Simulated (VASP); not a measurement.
Input of a VASP 6.6.1 run:

Contents of INCAR:

```
SYSTEM = ScPdF3
  PREC = Accurate
  ENCUT = 520
  EDIFF = 1E-7
  ISMEAR = 0
  SIGMA = 0.1
  LREAL = .FALSE.
  LASPH = .TRUE.
  NELM = 100
  ALGO = Normal
  ISIF = 2
  LWAVE = .FALSE.
  LCHARG = .TRUE.
  GGA = PE
  LELF = .TRUE.
  LVHAR = .TRUE.
  NBANDS = 29
```

The input KPOINTS:

```
Automatic mesh
0
G
  4 4 4
  0 0 0
```

The input POSCAR:

```
ScPdF3
1.0
    3.8198053900      0.0000000000      0.0000000000
    0.0000000000      3.8198053900      0.0000000000
    0.0000000000      0.0000000000      3.8198053900
Sc Pd F
1 1 3
Direct
    0.5000000000      0.5000000000      0.5000000000
    0.0000000000      0.0000000000      0.0000000000
    0.5000000000      0.0000000000      0.0000000000
    0.0000000000      0.5000000000      0.0000000000
    0.0000000000      0.0000000000      0.5000000000
```

Potentials or basis: VASP PAW PBE potentials, release 64 (Sc_sv, Pd, F).

The run is started by

```sh
$ cat potpaw_PBE.64/Sc_sv/POTCAR potpaw_PBE.64/Pd/POTCAR potpaw_PBE.64/F/POTCAR > POTCAR
$ mpirun -np 1 vasp_std > vasp.out
```

Q: What does it give for the band gap on the k mesh?

A: None (metal or under the smearing width).

Q: Estimate the pressure.

A: 64.2 GPa.

Caveat: the k mesh is coarse (spacing up to 0.41 Å⁻¹), so the values aren't converged; a pressure of tens of GPa on the cell as given is suspect, and the run, the potentials or the cell itself is likely at fault.
